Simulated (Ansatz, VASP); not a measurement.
# C (undercooled, nearly rigid carbon at 4800 K): VASP beside Ansatz

Wanted: the spread between two codes on one cell, functional and k mesh. The cell is taken from a series of runs on this material, whose earlier steps may have relaxed, scaled, displaced or heated it; both programs get it as it stands.

Program: Ansatz 0.2.0. Level of theory: plane waves, with VASP 6.6.1 beside it; single point at PBE. Results are calculated unless marked as measured.

**1. The structure**

The cell holds 160 atoms: 160 C. Its edges and angles: a = 11.437 Å, b = 11.744 Å, c = 11.616 Å, α = 91.2°, β = 90.6°, γ = 91.3°. As first built, before any earlier steps moved the atoms (in the runner's words): 160 atoms (160 C) placed at random at 1.8 g/cm^3, melted at 5500 K for 10 ps at fixed volume with the LCBOP (Los and Fasolino, Phys. Rev. B 68, 024107 (2003)). Snapshot at the end of a hold of 5 ps at 4800 K and fixed volume.

**2. Ansatz: single point, PBE**

Ansatz runs on its default PAW (the set named soft_2) files.

With cell and atoms fixed, the geometry can't cause a difference; cores, projectors, grids and the points listed under the comparison can.

input.yaml

```yaml
crystal:
  lattice:
    - [11.43624, -0.12994, -0.05873]
    - [-0.12994, 11.74273, -0.12352]
    - [-0.05873, -0.12352, 11.61486]
  atoms:
    - { symbol: C, position: [0.6393, 0.89676, 0.49391] }
    - { symbol: C, position: [0.8692, 0.64583, 0.77905] }
    - { symbol: C, position: [0.39542, 0.31043, 0.05777] }
    - { symbol: C, position: [0.18866, 0.27131, 0.3392] }
    - { symbol: C, position: [0.9721, 0.75899, 0.19962] }
    - { symbol: C, position: [0.78276, 0.02394, 0.55768] }
    - { symbol: C, position: [0.90131, 0.13693, 0.27394] }
    - { symbol: C, position: [0.49136, 0.42977, 0.69078] }
    - { symbol: C, position: [0.79657, 0.16356, 0.84952] }
    - { symbol: C, position: [0.02348, 0.30734, 0.22886] }
    - { symbol: C, position: [0.83926, 0.76547, 0.8136] }
    - { symbol: C, position: [0.81878, 0.93125, 0.28457] }
    - { symbol: C, position: [0.02053, 0.2481, 0.86436] }
    - { symbol: C, position: [0.20517, 0.03051, 0.46835] }
    - { symbol: C, position: [0.16759, 0.55495, 0.19744] }
    - { symbol: C, position: [0.58423, 0.13806, 0.17175] }
    - { symbol: C, position: [0.24504, 0.56825, 0.9674] }
    - { symbol: C, position: [0.24538, 0.30106, 0.88968] }
    - { symbol: C, position: [0.31354, 0.11519, 0.05251] }
    - { symbol: C, position: [0.31724, 0.97314, 0.85291] }
    - { symbol: C, position: [0.14786, 0.59016, 0.50293] }
    - { symbol: C, position: [0.08027, 0.32731, 0.34176] }
    - { symbol: C, position: [0.92714, 0.57109, 0.50777] }
    - { symbol: C, position: [0.08878, 0.7884, 0.38336] }
    - { symbol: C, position: [0.84743, 0.83423, 0.05601] }
    - { symbol: C, position: [0.98944, 0.36597, 0.85396] }
    - { symbol: C, position: [0.25958, 0.29671, 0.44356] }
    - { symbol: C, position: [0.53045, 0.90375, 0.97067] }
    - { symbol: C, position: [0.8027, 0.23037, 0.64838] }
    - { symbol: C, position: [0.42743, 0.93915, 0.04532] }
[... 124 atom lines left out ...]
    - { symbol: C, position: [0.50896, 0.4688, 0.99962] }
    - { symbol: C, position: [0.28893, 0.86638, 0.34375] }
    - { symbol: C, position: [0.15056, 0.23044, 0.85169] }
    - { symbol: C, position: [0.73653, 0.78237, 0.88427] }
    - { symbol: C, position: [0.48139, 0.73159, 0.69936] }
    - { symbol: C, position: [0.67669, 0.56834, 0.73715] }
kpoints:
  mp_grid: { grid: [1, 1, 1] }
hamiltonian:
  xc: pbe
scf:
  occupations: { method: fermi_dirac, width: 0.05 }
output:
  forces: true
  stress: true
  populations: intrinsic
  dos:
    method: { smearing: { sigma: 0.1 } }
    de: 0.1
    projected: { site_lists: { C: [C] } }
  eigenvalues: true
  write_density: true
  write_potential: true
  volumetric_format: npy
```

Launch:

```sh
$ ansatz run input.yaml --threads 4 --pin off --max-ram 8192MiB --backend cpu --events-out ev --progress --plain --runs-dir out
```

Numbers of over 12 decimals in the logs are rounded to 6 here.

What it wrote:

```text
Engine: ansatz 0.2.0, x86_64-unknown-linux-gnu
Pseudopotentials: kind: paw
Pseudopotential: C, paw, valence charge 4, recommended cutoff 420 eV (normal), C.paw.azcp
Functional definition: PBE
  parameter kappa = 0.804
  parameter beta = 0.066725
  exchange = pbe_x(kappa = kappa, mu = beta*pi^2/3)
  correlation = pbe_c(beta = beta)
Crystal: 160 atoms, lattice volume = 1559.378 Å³
Basis set: ecut = 420 eV, 30473 PW (Γ), exchange–correlation on 160×160×160 points (8 copies of the dense FFT grid, shifted against one another)
Bands: 480, of which v1, the nominal top of the filled ones, is band 320 counted from 1 (319 counted from 0)
Symmetry: 1 space group operations
Space group: P1 (ITA 1), of the structure as read, at distance tolerance 1.2e-4 Å
k-points: 1
Non-local potential: C, projectors of the file, l = 0: 2, l = 1: 2, l = 2: 1
PAW form: soft (Blöchl's): semilocal exchange-correlation on the pseudo side does not see the compensation charge
PAW one-centre angular grid: C, 110 points (default); XC on 64 Gauss nodes
Initial density: superposition of atomic densities (neutral atoms: chi_scale 0, normalization atom), corrected by the library's trained network
Initial wavefunctions: pseudopotential atomic-orbital guess
Functional: x = pbe(κ = 0.804, μ = 0.219515), c = pbe(β = 0.066725)
SCF iter   1: F=—  HF=-40016.119696 eV  |F-HF|=—  |Δ(HF+E_count)|=         —  Δρ=1.52e-2  dr2=7.40e0  ethr=1.77e-3  ⟨swp⟩=6.0  Hψ=2126  notcnv=0  defer=104
preconditioner: auto → LDOS  [insulator: Δε(μ)=0.255 eV  Ē_g=14.150 eV  σ=0.050 eV  W_gap=0.86  n_scr=348 (ndim 8)  ℏωp=23.8 eV  f_vac=0.121  D(μ)=5.83/eV (n_scr^D=18)  ε∞_Penn≈3.8  β→1.0]
SCF iter   2: F=—  HF=-40017.058039 eV  |F-HF|=—  |Δ(HF+E_count)|=   9.38e-1  Δρ=1.91e-2  dr2=2.00e1  ethr=1.16e-3  ⟨swp⟩=2.0  Hψ=780  notcnv=0  defer=136  recentre
SCF iter   3: F=—  HF=-40015.170945 eV  |F-HF|=—  |Δ(HF+E_count)|=    1.89e0  Δρ=6.27e-3  dr2=1.42e0  ethr=1.16e-3  ⟨swp⟩=4.0  Hψ=587  notcnv=0  defer=136
SCF iter   4: F=—  HF=-40015.033479 eV  |F-HF|=—  |Δ(HF+E_count)|=   1.37e-1  Δρ=1.52e-3  dr2=7.99e-2  ethr=2.22e-4  ⟨swp⟩=1.0  Hψ=552  notcnv=0  defer=136
SCF iter   5: F=—  HF=-40015.021624 eV  |F-HF|=—  |Δ(HF+E_count)|=   1.19e-2  Δρ=5.96e-4  dr2=9.21e-3  ethr=1.25e-5  ⟨swp⟩=2.0  Hψ=586  notcnv=0  defer=136
SCF iter   6: F=—  HF=-40015.021304 eV  |F-HF|=—  |Δ(HF+E_count)|=   3.20e-4  Δρ=3.76e-4  dr2=3.79e-3  ethr=1.44e-6  ⟨swp⟩=2.0  Hψ=599  notcnv=0  defer=136
SCF iter   7: F=—  HF=-40015.021108 eV  |F-HF|=—  |Δ(HF+E_count)|=   1.96e-4  Δρ=1.90e-4  dr2=9.40e-4  ethr=5.93e-7  ⟨swp⟩=2.0  Hψ=431  notcnv=0  defer=136
SCF iter   8: F=—  HF=-40015.021059 eV  |F-HF|=—  |Δ(HF+E_count)|=   4.95e-5  Δρ=8.83e-5  dr2=1.70e-4  ethr=1.47e-7  ⟨swp⟩=2.0  Hψ=412  notcnv=0  defer=136
SCF iter   9: F=—  HF=-40015.021033 eV  |F-HF|=—  |Δ(HF+E_count)|=   2.56e-5  Δρ=4.92e-5  dr2=5.60e-5  ethr=2.65e-8  ⟨swp⟩=2.0  Hψ=597  notcnv=0  defer=136
SCF iter  10: F=—  HF=-40015.021365 eV  |F-HF|=—  |Δ(HF+E_count)|=   3.32e-4  Δρ=3.00e-5  dr2=2.64e-5  ethr=8.75e-9  ⟨swp⟩=2.0  Hψ=599  notcnv=0  defer=136
SCF iter  11: F=—  HF=-40015.021363 eV  |F-HF|=—  |Δ(HF+E_count)|=   1.50e-6  Δρ=1.61e-5  dr2=6.72e-6  ethr=4.13e-9  ⟨swp⟩=2.0  Hψ=411  notcnv=0  defer=136
SCF iter  12: F=—  HF=-40015.021363 eV  |F-HF|=—  |Δ(HF+E_count)|=   4.68e-7  Δρ=1.06e-5  dr2=3.01e-6  ethr=1.05e-9  ⟨swp⟩=2.0  Hψ=400  notcnv=0  defer=136
SCF iter  13: F=—  HF=-40015.021363 eV  |F-HF|=—  |Δ(HF+E_count)|=   2.36e-7  Δρ=7.00e-6  dr2=1.28e-6  ethr=4.71e-10  ⟨swp⟩=2.0  Hψ=584  notcnv=0  defer=136
SCF iter  14: F=—  HF=-40015.021363 eV  |F-HF|=—  |Δ(HF+E_count)|=   1.72e-7  Δρ=3.51e-6  dr2=2.55e-7  ethr=2.00e-10  ⟨swp⟩=2.0  Hψ=596  notcnv=0  defer=136
SCF iter  15: F=-40015.021363 eV  HF=-40015.021363 eV  |F-HF|=3.74e-8  |Δ(HF+E_count)|=   1.92e-8  Δρ=1.74e-6  dr2=5.88e-8  ethr=1.56e-11  ⟨swp⟩=25.0  Hψ=4383  notcnv=0
SCF 1 converged in 15 iterations: F = -40015.021363 eV  dr2 = 5.88e-8
  greatest PAW one-centre occupation: 0.712 electrons in one spin orbital (limit 2), on the C atom at site 94 (counted from 0), in its partial waves of l = 0
[...]
atom 157  C     -0.00246540    -0.00305285     0.00117679
  atom 158  C      0.00062840    -0.00151007    -0.00578266
  atom 159  C      0.00674550    -0.00541634     0.00223718
  atom 160  C     -0.00362040    -0.00114639    -0.00157929
  max |Σ_I F_I| component: 2.27e-4 eV/Å
--- Stress (GPa, compression-positive) ---
        0.004357       0.000229       0.004409
        0.000229       0.008614       0.001786
        0.004409       0.001787       0.008838
  P = ⅓ Tr σ = 0.0073 GPa (0.073 kbar)
--- Band table (eV) ---
  k-point 0: bands = [... 316 lower, 5.4473, 5.4693, 5.6286, 5.7115, 5.8200, 6.0017, 6.1247, 6.2221, ... 156 higher]
--- intrinsic populations: 160 sites ---
  site symbol       q [e]
     0      C      3.9736
     1      C      3.9936
     2      C      3.9968
     3      C      4.0457
     4      C      4.0107
     5      C      3.9714
     6      C      4.0294
     7      C      4.0126
     8      C      4.0083
     9      C      3.8999
    10      C      4.0179
    11      C      3.9990
    12      C      4.0024
    13      C      4.0544
    14      C      4.0383
    15      C      4.0005
    16      C      4.0368
    17      C      3.9593
    18      C      4.0237
    19      C      4.0276
    20      C      3.9669
    21      C      3.9975
    22      C      4.0315
    23      C      3.9840
[...]
152      C      3.9987
   153      C      3.9793
   154      C      3.9491
   155      C      4.0233
   156      C      4.0338
   157      C      3.9788
   158      C      4.0951
   159      C      3.9903
  spilling = -0.000000 (of n_electrons = 640.000000)
```

Reading the cycles: dr2 is the Hartree energy of the density residual (eV), the measure of convergence; HF is the Harris–Foulkes estimate of the energy, which meets the free energy F at convergence.

**3. VASP: single point, PBE**

The same cell, functional, mesh and smearing now go to VASP, with its own data sets.

Lines of VASP's logs that name or quote its potential files are left out, and so is its time.

INCAR

```
SYSTEM = C
PREC = Accurate
ENCUT = 600
EDIFF = 1E-06
NELM = 120
ISMEAR = -1
SIGMA = 0.05
LREAL = Auto
ALGO = Normal
GGA = PE
NBANDS = 432
LORBIT = 11
LWAVE = .FALSE.
LCHARG = .FALSE.
ISIF = 2
LASPH = .TRUE.
GGA_COMPAT = .FALSE.
EFERMI = MIDGAP
```

POSCAR

```
C
1.0
   11.4362400000     -0.1299400000     -0.0587300000
   -0.1299400000     11.7427300000     -0.1235200000
   -0.0587300000     -0.1235200000     11.6148600000
C
160
Direct
    0.6393000000      0.8967600000      0.4939100000
    0.8692000000      0.6458300000      0.7790500000
    0.3954200000      0.3104300000      0.0577700000
    0.1886600000      0.2713100000      0.3392000000
    0.9721000000      0.7589900000      0.1996200000
    0.7827600000      0.0239400000      0.5576800000
    0.9013100000      0.1369300000      0.2739400000
    0.4913600000      0.4297700000      0.6907800000
    0.7965700000      0.1635600000      0.8495200000
    0.0234800000      0.3073400000      0.2288600000
    0.8392600000      0.7654700000      0.8136000000
    0.8187800000      0.9312500000      0.2845700000
    0.0205300000      0.2481000000      0.8643600000
    0.2051700000      0.0305100000      0.4683500000
    0.1675900000      0.5549500000      0.1974400000
    0.5842300000      0.1380600000      0.1717500000
    0.2450400000      0.5682500000      0.9674000000
    0.2453800000      0.3010600000      0.8896800000
    0.3135400000      0.1151900000      0.0525100000
    0.3172400000      0.9731400000      0.8529100000
    0.1478600000      0.5901600000      0.5029300000
    0.0802700000      0.3273100000      0.3417600000
    0.9271400000      0.5710900000      0.5077700000
    0.0887800000      0.7884000000      0.3833600000
    0.8474300000      0.8342300000      0.0560100000
    0.9894400000      0.3659700000      0.8539600000
    0.2595800000      0.2967100000      0.4435600000
    0.5304500000      0.9037500000      0.9706700000
    0.8027000000      0.2303700000      0.6483800000
    0.4274300000      0.9391500000      0.0453200000
[... 124 atom lines left out ...]
    0.5089600000      0.4688000000      0.9996200000
    0.2889300000      0.8663800000      0.3437500000
    0.1505600000      0.2304400000      0.8516900000
    0.7365300000      0.7823700000      0.8842700000
    0.4813900000      0.7315900000      0.6993600000
    0.6766900000      0.5683400000      0.7371500000
```

KPOINTS

```
Automatic mesh
0
Gamma
1 1 1
0 0 0
```

Potentials, in the order of the species: C (PBE family, release 64).

Launch:

```sh
$ export OMP_NUM_THREADS=3
$ mpirun -np 1 vasp_gam
```

What it wrote:

```text
[banner, memory and clock lines left out]
running    1 mpi-ranks, on    1 nodes
[...]
Offloading initialized ...    1 GPUs detected
[...]
LDA part: xc-table for (Slater+PW92), standard interpolation
 POSCAR, INCAR and KPOINTS ok, starting setup
[...]
entering main loop
       N       E                     dE             d eps       ncg     rms          rms(c)
DAV:   1     0.496043349655E+04    0.49604E+04   -0.39826E+05   864   0.163E+03
DAV:   2    -0.925791161607E+03   -0.58862E+04   -0.55530E+04  1104   0.353E+02
DAV:   3    -0.141104690476E+04   -0.48526E+03   -0.47044E+03  1040   0.993E+01
DAV:   4    -0.142646683942E+04   -0.15420E+02   -0.15279E+02  1056   0.189E+01
[...]
DAV:  20    -0.134082086145E+04    0.23058E-05   -0.67838E-06   936   0.476E-03    0.447E-03
DAV:  21    -0.134082086044E+04    0.10160E-05   -0.19249E-06   656   0.263E-03    0.258E-03
DAV:  22    -0.134082086028E+04    0.16127E-06   -0.91177E-07   608   0.174E-03
   1 F= -.13408209E+04 E0= -.13407489E+04  d E =-.143831E+00
```

From OUTCAR (step 3):

```text
  FREE ENERGIE OF THE ION-ELECTRON SYSTEM (eV)
  ---------------------------------------------------
  free  energy   TOTEN  =     -1340.8208602760 eV

  energy  without entropy=    -1340.6770289668  energy(sigma->0) =    -1340.74894462
```

The run ends at a pressure of -0.01 GPa, with forces up to 0.079 eV/Å.

**4. Differences**

Known differences besides the potentials themselves: the cutoff is 420 eV in Ansatz and 600 eV in VASP (PREC = Accurate, projectors in real space). Total energies have different zeros and are not compared.

The two programs side by side:

```csv
quantity,Ansatz,VASP,difference
pressure (GPa),0.01,-0.01,+0.02
gap on the k mesh (eV),0.108,0.108,0.000
```

At this near-relaxed geometry the largest component of a force difference is 69 meV/Å. A gap on the mesh is an upper bound, since the band edges may lie between its points.

**5. What came out**

```yaml
r_m_s_force_difference_single_point_pbe: 17 meV/Å
```

In words: The r.m.s. force difference is 17 meV/Å (single point, PBE), beyond the 12 meV/Å picked in this series as the mark of a large difference. What causes the difference of the single point, PBE pair stays open here. How closely two codes agree says nothing of how well the functional describes the real material.

[Lines on the potential files, build, host, timing and source positions are cut from VASP's logs without a mark.]

[Logs are printed without paths, hosts, clocks, repeated set-up lines and the standing remarks that a program may print on its own settings, such as how far it seeks lower states.]

[Hosts, paths, dates, database ids (printed as entryN), source tags and the programs' standing remarks are cut or masked in the printed files.]
